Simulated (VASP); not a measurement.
BiTe, 2 atoms in the cell. It takes space group Fm-3m (No. 225, cubic). The conventional cell has a = 6.470 Å, b = 6.470 Å, c = 6.470 Å, α = 90.00°, β = 90.00°, γ = 90.00°. Around Bi (site symmetry m-3m) lie 6 Te at 3.23 Å. Around Te (site symmetry m-3m) lie 6 Bi at 3.23 Å. 

```yaml
Program: VASP 6.6.1
Task: single point
Functional: PBEsol
Potentials_or_basis: VASP PAW PBE potentials, release 64 (Bi, Te)
Cutoff: 500 eV
k_mesh: 7 × 7 × 7
Occupations: gaussian, width 0.1 eV
Spin: no spin polarisation
Further_INCAR_settings: ALGO = Fast; EDIFF = 1e-07; NBANDS = 12
```

Potentials or basis: VASP PAW PBE potentials, release 64 (Bi, Te).

Command:

```console
$ cat potpaw_PBE.64/Bi/POTCAR potpaw_PBE.64/Te/POTCAR > POTCAR
$ mpirun -np 1 vasp_std > vasp.out
```

Hardware: 1 thread of Intel(R) Xeon(R) 6975P-C (Granite Rapids), on a shared host.

Task: Estimate the wall time of this run.

Result: Wall time 11 s on 1 thread of Intel(R) Xeon(R) 6975P-C (Granite Rapids) (shared host), peak memory 0.21 GiB. Counts: scf iterations 14, k points 20.
